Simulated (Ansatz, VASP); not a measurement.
# Two plane-wave programs on Hg3Pt

File INCAR:

```
SYSTEM = Hg3Pt
ALGO = Normal ; EDIFF = 1E-7
ENCUT = 520 ; GGA = PE
ISIF = 2 ; ISMEAR = -1
LASPH = .True. ; LCHARG = .False.
LREAL = .False. ; LWAVE = .False.
NBANDS = 31 ; NELM = 100
PREC = Accurate ; SIGMA = 0.05
```

The input KPOINTS:

```
k-points
0
Gamma
  9 9 9
  0 0 0
```

Contents of POSCAR:

```
Hg3Pt
1.0
   -2.0737716388      2.0737716388      4.5699225412
    2.0737716388     -2.0737716388      4.5699225412
    2.0737716388      2.0737716388     -4.5699225412
Hg Pt
3 1
Direct
    0.5000000000      0.5000000000      0.0000000000
    0.2500000000      0.7500000000      0.5000000000
    0.7500000000      0.2500000000      0.5000000000
    0.0000000000      0.0000000000      0.0000000000
```

Contents of input.yaml:

```yaml
crystal:
  lattice:
    - [-2.0737716388, 2.0737716388, 4.5699225412]
    - [2.0737716388, -2.0737716388, 4.5699225412]
    - [2.0737716388, 2.0737716388, -4.5699225412]
  atoms:
    - { symbol: Hg, position: [0.5, 0.5, 0.0] }
    - { symbol: Hg, position: [0.25, 0.75, 0.5] }
    - { symbol: Hg, position: [0.75, 0.25, 0.5] }
    - { symbol: Pt, position: [0.0, 0.0, 0.0] }
hamiltonian:
  xc: pbe
  pseudopotentials: { kind: paw }
kpoints:
  mp_grid: { grid: [9, 9, 9] }
scf:
  occupations: { method: fermi_dirac, width: 0.05 }
output:
  forces: true
  stress: true
  eigenvalues: true
  write_density: true
  write_potential: true
  elf: true
  volumetric_format: npy
```

Change from the starting cell: volume scaled by 0.96.

Alike in both runs: task single point; functional PBE; k mesh 9 × 9 × 9; occupations fermi-dirac, width 0.05 eV; no spin polarisation.

|  | VASP | Ansatz |
| --- | --- | --- |
| version | VASP 6.6.1 | Ansatz 0.2.0 |
| potentials or method | VASP PAW PBE potentials, release 64 (Hg, Pt) | Ansatz PAW |
| plane-wave cutoff (eV) | 520 | 420 |
| valence electrons in the cell | 46 | 78 |

|  | VASP | Ansatz | Ansatz less VASP |
| --- | --- | --- | --- |
| gap on the k mesh at the Fermi level (eV) | none | none | - |
| pressure (GPa) | 3.7 | 3.0 | -0.70 |
| largest component of the traceless stress (GPa) | 0.38 | 0.29 | -0.087 |

A gap of «none» marks a metal or a gap that the smearing closes. The two sets of potentials don't hold the same shells in valence.

The runs have no spin-orbit coupling, so splittings on Hg, Pt are missing.
